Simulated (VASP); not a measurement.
Computed with r2SCAN meta-GGA, VASP's PBE PAW potentials (set 64) (plane waves; VASP).

VASP input:

**INCAR**
```
# general
SYSTEM   =  Zr(001) slab
PREC     =  Normal
ENCUT    =  400   # plane-wave cut-off (eV)
LREAL    =  .FALSE.   # projection in real space or not
LASPH    =  .TRUE.   # aspherical one-centre terms

# electronic loop
EDIFF    =  1E-6   # SCF stop (eV)
NELM     =  100   # most electronic steps
NELMIN   =  4
ALGO     =  Normal
LMAXMIX  =  4
LMIXTAU  =  .TRUE.

# smearing
ISMEAR   =  1
SIGMA    =  0.1   # width (eV)

# functional
METAGGA  =  R2SCAN

# output
LWAVE    =  .FALSE.
LCHARG   =  .FALSE.
LORBIT   =  11
LVHAR    =  .TRUE.

# other
LDIPOL   =  .TRUE.
IDIPOL   =  3
DIPOL    =  0.5 0.5 0.5
```

File POSCAR:
```
Zr(001) slab
1
    3.2467981262     0.0000000000     0.0000000000
   -1.6233990631     2.8118096037     0.0000000000
    0.0000000000     0.0000000000    25.3200522811
Zr
4
Direct
  0.6666670000   0.3333330000   0.4467613069
  0.3333330000   0.6666670000   0.3518600798
  0.6666670000   0.3333330000   0.6481399202
  0.3333330000   0.6666670000   0.5532386931
```

### KPOINTS
```
Automatic mesh
0
Gamma
10 10 1
0 0 0
```

POTCAR, in this order: Zr_sv (PBE.64 set). Program: vasp_std. Read from the step before: WAVECAR.

Task: What will the output report for the number of irreducible k-points (NKPTS), largest plane-wave count, number of space-group operations, FFT grid (NGX, NGY, NGZ)?

Result: 
```
Item                                           Result
--------------------------------------  -------------
number of irreducible k-points (NKPTS)             14
largest plane-wave count                         4223
number of space-group operations                   12
FFT grid (NGX, NGY, NGZ)                16 × 16 × 126
```

The cell is a thin slab with vacuum, built from Zr (hcp): (001) face.
